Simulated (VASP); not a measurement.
# NaLaMnMoO6 under changes of volume

One of the cells (11.794 Å³/atom); the others are scaled copies at fixed shape and fractional positions:

```
CELL_PARAMETERS angstrom
-2.74097 2.74097 3.92471
2.74097 -2.74097 3.92471
2.74097 2.74097 -3.92471
ATOMIC_POSITIONS crystal
Na 0.25000 0.75000 0.50000
La 0.75000 0.25000 0.50000
Mn 0.50000 0.50000 0.00000
Mo 0.00000 0.00000 0.00000
O 0.20766 0.29607 0.50371
O 0.29605 0.79234 0.08841
O 0.79236 0.70395 0.49629
O 0.70393 0.20764 0.91159
O 0.25194 0.25194 0.00000
O 0.74806 0.74806 0.00000
```

The cell was built by a generator and needn't be a form met in nature.

| Quantity | Value |
| --- | --- |
| Program | VASP 6.6.1 |
| Functional | PBE |
| Potentials or basis | VASP PAW PBE potentials, release 64 (Na_pv, La, Mn_pv, Mo_sv, O) |
| Cutoff | 520 eV |
| k mesh | 7 × 7 × 7 |
| Occupations | fermi-dirac, width 0.05 eV |
| Spin | collinear spin, ferromagnetic start |
| Starting moments | [0.0, 0.0, 4.0, 1.0, 0.0, 0.0, 0.0, 0.0, 0.0, 0.0] μB |

```tsv
volume (Å³/atom)	energy over the lowest point (meV/atom)	pressure (GPa)	moment (μB per cell)	largest force (eV/Å)
10.869	26.15	12.5	1.42	0.472
11.101	11.34	7.9	1.53	0.328
11.332	?	?	?	?
11.794	0.00	-2.7	2.14	0.305
12.026	5.71	-5.6	2.27	0.464
12.257	15.52	-8.2	2.40	0.627
```

Problem. What does the run at 11.332 Å³/atom give?

Solution. Energy over the lowest point 2.60 meV/atom; pressure 4.1 GPa; moment 1.78 μB per cell; largest force 0.108 eV/Å.

Worked out: A Birch-Murnaghan fit of order 3 (a polynomial in V^(-2/3)) to the other rows has its minimum at 11.62 Å³/atom with B0 = V·E''(V) = 166 GPa and B' = 3.4 at fixed shape and positions, which overstates the stiffness. It gives 2.40 meV/atom at 11.332 Å³/atom, against the run's 2.60, and -dE/dV = 4.3 GPa, against 4.1. A parabola through the other rows of the moment, of slope 0.78 μB per Å³/atom there, gives 1.77 μB, against the run's 1.78.

Energies are extrapolated to zero smearing.

Caveats: a cell with one magnetic atom can't hold antiferromagnetic order, which such compounds often take.
